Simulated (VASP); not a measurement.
Write the native input for VASP 6.6.1 that does the following.

- Task: relaxation of cell and atoms
- Functional: PBEsol
- Potentials or basis: VASP PAW PBE potentials, release 64 (Hf_pv, B)
- Cutoff: 600 eV
- k mesh: 10 × 10 × 10
- Occupations: fermi-dirac, width 0.15 eV
- Spin: no spin polarisation
- Dipole correction: no
- Further INCAR settings: ALGO = Normal; EDIFF = 1e-06; IBRION = 2; EDIFFG = -0.02; NSW = 80; ISIF = 3

The structure of HfB lies in POSCAR:

```
HfB
1.0
    0.0000000000      2.2787799567      2.2787799567
    2.2787799567      0.0000000000      2.2787799567
    2.2787799567      2.2787799567      0.0000000000
Hf B
1 1
Direct
    0.5000000000      0.5000000000      0.5000000000
    0.0000000000      0.0000000000      0.0000000000
```

The cell isn't the ideal one: volume scaled by 0.96.

The input as run:

INCAR

```
ALGO = Normal
EDIFF = 1E-6
EDIFFG = -0.02
ENCUT = 600
GGA = PS
IBRION = 2
ISIF = 3
ISMEAR = -1
LASPH = T
LCHARG = F
LREAL = F
LWAVE = F
NELM = 100
NSW = 80
PREC = Accurate
SIGMA = 0.15
```

KPOINTS

```
k-points
0
Gamma
  10 10 10
```

Potentials or basis: VASP PAW PBE potentials, release 64 (Hf_pv, B).

Launch:

```bash
$ cat potpaw_PBE.64/Hf_pv/POTCAR potpaw_PBE.64/B/POTCAR > POTCAR
$ mpirun -np 1 vasp_std > vasp.out
```

Results of the run:

| Item | Value |
| --- | --- |
| Relaxed volume | 13.78 Å³/atom |
| Relaxed cell | a = 3.390 Å, b = 3.390 Å, c = 3.390 Å, α = 60.00°, β = 60.00°, γ = 60.00° |
| Space group after relaxing (to 0.05 Å) | Fm-3m (No. 225) |
| Energy gained by relaxing | 195.4 meV/atom |
| Ionic steps | 4 |
| Pressure after relaxing | -0.2 GPa |
| Band gap on the k mesh | none (metal or under the smearing width) |

Caveat: the volume moved by over 15 % at a fixed basis, so the end points are rough; the PAW data sets were made with another functional, which shifts forces and pressure a little.

It took 20 s on 1 thread of Intel(R) Xeon(R) 6975P-C (Granite Rapids), on a shared host, peak memory 0.17 GiB.
